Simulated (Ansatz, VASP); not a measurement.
# Ir (Iridium): VASP beside Ansatz

Wanted: the spread between two codes on one cell, functional and k mesh. The cell is taken from a series of VASP runs on this material, whose earlier steps may have relaxed, scaled or displaced it; both programs get it as it stands.

Method: plane waves, with VASP 6.6.1 beside it; relaxation of cell and atoms at PBEsol, spin-orbit coupling, in Ansatz 0.2.0.

### Step 1. The structure

Symmetry: Fm-3m, No. 225, cubic system. The conventional cell has a = 3.838 Å, b = 3.838 Å, c = 3.838 Å, α = 90.00°, β = 90.00°, γ = 90.00°. Nearest to Ir lie 12 Ir at 2.71 Å.

### Step 2. VASP: relaxation of cell and atoms, PBEsol, spin-orbit coupling

The relaxed volume is the usual yardstick between codes: its relative difference is about their pressure difference at one cell divided by the bulk modulus.

Lines of VASP's logs that name or quote its potential files are left out, and so is its time.

File INCAR:

```
SYSTEM = Ir
PREC = Accurate
ENCUT = 450
EDIFF = 1E-06
NELM = 100
ISMEAR = 1
SIGMA = 0.15
LREAL = .FALSE.
ALGO = Normal
GGA = PS
LNONCOLLINEAR = .TRUE.
MAGMOM = 0 0 0
NBANDS = 20
GGA_COMPAT = .FALSE.
LASPH = .TRUE.
LSORBIT = .TRUE.
LMAXMIX = 4
LORBIT = 11
LWAVE = .FALSE.
LCHARG = .FALSE.
KPAR = 8
IBRION = 2
NSW = 50
ISIF = 3
EDIFFG = -0.006
```

File POSCAR:

```
Ir
1.0
    0.0000000000      1.9188895371      1.9188895371
    1.9188895371      0.0000000000      1.9188895371
    1.9188895371      1.9188895371      0.0000000000
Ir
1
Direct
    0.0000000000      0.0000000000      0.0000000000
```

File KPOINTS:

```
Automatic mesh
0
Gamma
16 16 16
0 0 0
```

Potentials, in the order of the species: Ir (PBE family, release 64).

Run with:

```bash
mpirun -np 8 vasp_ncl
```

Numbers of over 12 decimals in the logs are rounded to 6 here.

Output:

```text
[banner, memory and clock lines left out]
running    8 mpi-ranks, on    1 nodes
 distrk:  each k-point on    1 cores,    8 groups
 distr:  one band on    1 cores,    1 groups

 POSCAR found type information on POSCAR Ir
 POSCAR found :  1 types and       1 ions
|                                                                             |
|           W    W    AA    RRRRR   N    N  II  N    N   GGGG   !!!           |
|           W    W   A  A   R    R  NN   N  II  NN   N  G    G  !!!           |
|           W    W  A    A  R    R  N N  N  II  N N  N  G       !!!           |
|           W WW W  AAAAAA  RRRRR   N  N N  II  N  N N  G  GGG   !            |
|           WW  WW  A    A  R   R   N   NN  II  N   NN  G    G                |
|           W    W  A    A  R    R  N    N  II  N    N   GGGG   !!!           |
|                                                                             |
|     For optimal performance we recommend to set                             |
|       NCORE = 2 up to number-of-cores-per-socket                            |
|     NCORE specifies how many cores store one orbital (NPAR=cpu/NCORE).      |
|     This setting can greatly improve the performance of VASP for DFT.       |
|     The default, NCORE=1 might be grossly inefficient on modern             |
|     multi-core architectures or massively parallel machines. Do your        |
|     Unfortunately you need to use the default for GW and RPA                |
|     calculations (for HF NCORE is supported but not extensively tested      |
|     yet).                                                                   |
|                                                                             |

|                                                                             |
|               ----> ADVICE to this user running VASP <----                  |
|                                                                             |
|     You enforced a specific xc type in the INCAR file but a different       |
|     [... a line on the potential file left out ...]
|     I HOPE YOU KNOW WHAT YOU ARE DOING!                                     |
|                                                                             |

 LDA part: xc-table for (Slater+PW92), standard interpolation
 POSCAR, INCAR and KPOINTS ok, starting setup
 FFT: planning ... GRIDC
 FFT: planning ... GRID_SOFT
 FFT: planning ... GRID
 WAVECAR not read
 entering main loop
       N       E                     dE             d eps       ncg     rms          rms(c)
DAV:   1     0.678745373718E+02    0.67875E+02   -0.36063E+03  5848   0.790E+02
DAV:   2    -0.885377264466E+01   -0.76728E+02   -0.68099E+02  6052   0.249E+02
DAV:   3    -0.107832532217E+02   -0.19295E+01   -0.19021E+01  7024   0.461E+01
DAV:   4    -0.108082521607E+02   -0.24999E-01   -0.24984E-01  6608   0.456E+00
DAV:   5    -0.108089456442E+02   -0.69348E-03   -0.69346E-03  6796   0.782E-01    0.178E+01
DAV:   6    -0.102943071298E+02    0.51464E+00   -0.46201E-01  7048   0.115E+01    0.823E+00
DAV:   7    -0.101990415067E+02    0.95266E-01   -0.13522E-01  7704   0.562E+00    0.370E+00
DAV:   8    -0.101949129677E+02    0.41285E-02   -0.33589E-03  6280   0.592E-01    0.140E+00
DAV:   9    -0.101916987031E+02    0.32143E-02   -0.43934E-03  6492   0.101E+00    0.470E-01
DAV:  10    -0.101914351818E+02    0.26352E-03   -0.17644E-04  6508   0.205E-01    0.265E-02
DAV:  11    -0.101914363234E+02   -0.11416E-05   -0.10864E-06  7064   0.923E-03    0.158E-02
DAV:  12    -0.101914375414E+02   -0.12181E-05   -0.73159E-07  5632   0.945E-03    0.144E-03
DAV:  13    -0.101914375581E+02   -0.16680E-07   -0.40898E-08  3064   0.188E-03
   1 F= -.10191438E+02 E0= -.10190666E+02  d E =-.101914E+02  mag=     0.0000     0.0000     0.0000
 curvature:   0.00 expect dE= 0.000E+00 dE for cont linesearch  0.000E+00
 trial: gam= 0.00000 g(F)=  0.183E-65 g(S)=  0.585E-05 ort = 0.000E+00 (trialstep = 0.100E+01)
 search vector abs. value=  0.585E-05
 bond charge predicted
       N       E                     dE             d eps       ncg     rms          rms(c)
DAV:   1    -0.101914704567E+02   -0.32915E-04   -0.10439E-03  6356   0.530E-01    0.658E-02
DAV:   2    -0.101914338086E+02    0.36648E-04   -0.44447E-05  6500   0.118E-01    0.401E-02
DAV:   3    -0.101914299974E+02    0.38112E-05   -0.57424E-06  7424   0.372E-02    0.255E-02
DAV:   4    -0.101914299394E+02    0.58000E-07   -0.22677E-07  3048   0.738E-03
   2 F= -.10191430E+02 E0= -.10190662E+02  d E =0.761872E-05  mag=    -0.0000    -0.0000     0.0000
 trial-energy change:    0.000008  1 .order    0.000009   -0.000006    0.000024
 step:   0.1978(harm=  0.1978)  dis= 0.00000  next Energy=   -10.191438 (dE=-0.579E-06)
 bond charge predicted
       N       E                     dE             d eps       ncg     rms          rms(c)
DAV:   1    -0.101914653822E+02   -0.35385E-04   -0.65531E-04  6352   0.420E-01    0.517E-02
DAV:   2    -0.101914414296E+02    0.23953E-04   -0.28812E-05  6536   0.940E-02    0.317E-02
DAV:   3    -0.101914385852E+02    0.28444E-05   -0.36637E-06  7028   0.296E-02    0.203E-02
DAV:   4    -0.101914383966E+02    0.18859E-06   -0.13966E-07  3032   0.579E-03
   3 F= -.10191438E+02 E0= -.10190668E+02  d E =-.838513E-06  mag=     0.0000    -0.0000    -0.0000
 curvature:  -0.10 expect dE=-0.196E-07 dE for cont linesearch -0.196E-07
 trial: gam=-0.15023 g(F)=  0.837E-69 g(S)=  0.198E-06 ort = 0.108E-05 (trialstep = 0.840E+00)
 search vector abs. value=  0.683E-08
 reached required accuracy - stopping structural energy minimisation
```

Parts of OUTCAR (step 2):

```text
ion  position               nearest neighbor table
   1  0.000  0.000  0.000-

  LATTYP: Found a face centered cubic cell.
 ALAT       =     3.8377790742

 Subroutine GETGRP returns: Found 48 space group operations
 (whereof 48 operations were pure point group operations)

The static configuration has the point symmetry O_h .

 Found    145 irreducible k-points:

   k-points           NKPTS =    145   k-points in BZ     NKDIM =    145   number of bands    NBANDS=     20

   dimension x,y,z NGX =    20 NGY =   20 NGZ =   20
   dimension x,y,z NGXF=    40 NGYF=   40 NGZF=   40

   ENCUT  =  450.0 eV  33.07 Ry    5.75 a.u.   4.69  4.69  4.69*2*pi/ulx,y,z

   NELECT =       9.0000    total number of electrons

 k-points in reciprocal lattice and weights: Automatic mesh
   0.00000000  0.00000000  0.00000000       0.000
   0.06250000  0.00000000  0.00000000       0.002
   0.12500000  0.00000000  0.00000000       0.002
   0.18750000  0.00000000  0.00000000       0.002
   0.25000000  0.00000000  0.00000000       0.002
   0.31250000  0.00000000  0.00000000       0.002
   0.37500000  0.00000000  0.00000000       0.002
   0.43750000  0.00000000  0.00000000       0.002
   0.50000000  0.00000000  0.00000000       0.001
[...]
-0.31250000  0.50000000  0.18750000       0.003
  -0.25000000  0.50000000  0.25000000       0.001

 average (electrostatic) potential at core
       1 -48.5356

 E-fermi :  10.2999

 k-point     1 :       0.0000    0.0000    0.0000
  band No.  band energies     occupation
    ...
      8       6.8316      1.00000
      9       9.2151      1.00000
     10       9.2151      1.00000
     11       9.2151      1.00000
     12       9.2151      1.00000
     13      24.5849      0.00000
     14      24.5849      0.00000
     15      29.7249      0.00000
     16      29.7249      0.00000
     17      30.3319      0.00000
    ...

 k-point     2 :       0.0625    0.0000    0.0000
  band No.  band energies     occupation
    ...
      8       6.8617      1.00000
      9       9.1425      1.00000
     10       9.1425      1.00000
     11       9.1925      1.00000
     12       9.1925      1.00000
     13      24.8872      0.00000
     14      24.8872      0.00000
     15      29.1512      0.00000
     16      29.1512      0.00000
     17      30.2790      0.00000
    ...

 k-point     3 :       0.1250    0.0000    0.0000
  band No.  band energies     occupation
    ...
      8       7.0123      1.00000
      9       8.9707      1.00000
     10       8.9707      1.00000
     11       9.1731      1.00000
     12       9.1731      1.00000
     13      25.6925      0.00000
     14      25.6925      0.00000
     15      27.5154      0.00000
     16      27.5154      0.00000
     17      31.0531      0.00000
    ...

  Total       -0.0011711     -0.0011711     -0.0011711     -0.0000000     -0.0000000     -0.0000000
  in kB       -0.1327991     -0.1327991     -0.1327991     -0.0000000     -0.0000000     -0.0000000
  external PRESSURE =      -0.1327991 kB  Pullay stress =       0.0000000 kB

  energy-cutoff  :      450.00
  volume of cell :       14.13
      direct lattice vectors                 reciprocal lattice vectors
    -0.000000000  1.918773080  1.918773080    -0.260583185  0.260583185  0.260583185
     1.918773080  0.000000000  1.918773080     0.260583185 -0.260583185  0.260583185
     1.918773080  1.918773080 -0.000000000     0.260583185  0.260583185 -0.260583185

 POSITION                                       TOTAL-FORCE (eV/Angst)
 -----------------------------------------------------------------------------------
      0.00000      0.00000      0.00000         0.000000      0.000000     -0.000000
 -----------------------------------------------------------------------------------
    total drift:                                0.000000      0.000000      0.000000

  FREE ENERGIE OF THE ION-ELECTRON SYSTEM (eV)
  ---------------------------------------------------
  free  energy   TOTEN  =       -10.1914383966 eV

  energy  without entropy=      -10.1891273780  energy(sigma->0) =      -10.19066806

 reached required accuracy - stopping structural energy minimisation

 Spin-Orbit-Coupling matrix elements
 Ion:    1  E_soc:     -0.7733604

 total charge
# of ion       s       p       d       tot
------------------------------------------
    1        0.671   0.756   6.965   8.393

 magnetization (x)
# of ion       s       p       d       tot
------------------------------------------
    1       -0.000   0.000   0.000   0.000

 magnetization (y)
# of ion       s       p       d       tot
------------------------------------------
    1        0.000  -0.000  -0.000  -0.000

 magnetization (z)
# of ion       s       p       d       tot
------------------------------------------
    1       -0.000  -0.000  -0.000  -0.000

[... 3 further parts left out ...]
```

CONTCAR:

```
Ir
   1.00000000000000
    -0.0000000000000000    1.9187730800973404    1.9187730800973404
     1.9187730800973404    0.0000000000000000    1.9187730800973404
     1.9187730800973404    1.9187730800973404   -0.0000000000000000
  Ir
     1
Direct
     0.0000000000000000    0.0000000000000000    0.0000000000000000
```

(Continued in part 2 of 2.)

[Lines on the potential files, build, host, timing and source positions are cut from VASP's logs without a mark.]

[Logs are printed without paths, hosts, clocks, repeated set-up lines and the standing remarks that a program may print on its own settings, such as how far it seeks lower states.]

[Hosts, paths, dates, database ids (printed as entryN), source tags and the programs' standing remarks are cut or masked in the printed files.]
